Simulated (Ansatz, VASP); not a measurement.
## Na2CdH4 in VASP and in Ansatz

```
CELL_PARAMETERS angstrom
0.00000 3.69554 3.69554
3.69554 0.00000 3.69554
3.69554 3.69554 0.00000
ATOMIC_POSITIONS crystal
Na 0.75000 0.75000 0.75000
Na 0.00000 0.00000 0.00000
Cd 0.50000 0.50000 0.50000
H 0.36130 0.91611 0.36130
H 0.36130 0.36130 0.36130
H 0.91611 0.36130 0.36130
H 0.36130 0.36130 0.91611
```

The cell was built by a generator and needn't be a form met in nature.

Alike in both runs: task single point; functional PBE; k mesh 6 × 6 × 6; occupations gaussian, width 0.02 eV; no spin polarisation.

|  | VASP | Ansatz |
| --- | --- | --- |
| version | VASP 6.6.1 | Ansatz 0.2.0 |
| potentials or method | VASP PAW PBE potentials, release 64 (Na_pv, Cd, H) | scalar-relativistic, plane waves, PAW |
| plane-wave cutoff (eV) | 520 | 420 |
| valence electrons in the cell | 30 | 42 |

Ansatz gave:

| Item | Value |
| --- | --- |
| gap on the k mesh at the Fermi level (eV) | 2.45 |
| least direct gap on the mesh (eV) | 3.06 |
| pressure (GPa) | 0.0 |
| rms of the force components (eV/Å) | 0.001 |

**Question.** What did VASP give for the same quantities?

**Answer.** gap on the k mesh at the Fermi level (eV): 2.46; least direct gap on the mesh (eV): 3.07; pressure (GPa): 0.1; rms of the force components (eV/Å): 0.016.

Atom by atom the forces differ by 0.015 eV/Å (rms over components). The two sets of potentials don't hold the same shells in valence.

A k mesh can miss the band edges. PBE gaps usually lie below the measured ones, often by a third to a half.
